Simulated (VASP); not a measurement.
The system is GdN.

```
Gd N
1.0
     2.58500    2.58500    5.17000
     5.17000    2.58500    2.58500
     2.58500    5.17000    2.58500
Gd N
2 2
Direct
  0.00000 0.00000 0.00000
  0.50000 0.50000 0.50000
  0.25000 0.25000 0.25000
  0.75000 0.75000 0.75000
```

The cell comes from a database or a generator and needn't be the stable form of this composition.

Base run:

| Quantity | Value |
| --- | --- |
| Program | VASP 6.6.1 |
| Functional | PBE |
| Potentials or basis | VASP PAW PBE potentials, release 64 (Gd, N) |
| Cutoff | 520 eV |
| k mesh | 7 × 7 × 7 |
| Occupations | fermi-dirac, width 0.05 eV |
| Spin | collinear spin, ferromagnetic start |
| Starting moments | [7.0, 7.0, 0.0, 0.0] μB |
| Hubbard terms | Gd f U = 6 eV |

Its results: band gap on the k mesh none (metal or under the smearing width); pressure -11.8 GPa; net moment 14.00 μB per cell; site moments Gd +6.87; N -0.11 μB.

Q: The run is repeated on the same cell with these changes: spin from collinear spin, ferromagnetic start to collinear spin, antiferromagnetic start; moments at the start from [7.0, 7.0, 0.0, 0.0] to [7.0, -7.0, 0.0, 0.0]. What comes out?

A: Band gap on the k mesh 0.35 eV; pressure -11.7 GPa; net moment 0.00 μB per cell; site moments Gd +6.87, -6.87; N +0.00 μB.

Caveats: spin-orbit coupling is left out, which moves the levels of the heavy elements; an odd mesh through Γ misses points on the zone boundary, where band edges often lie (some runs).
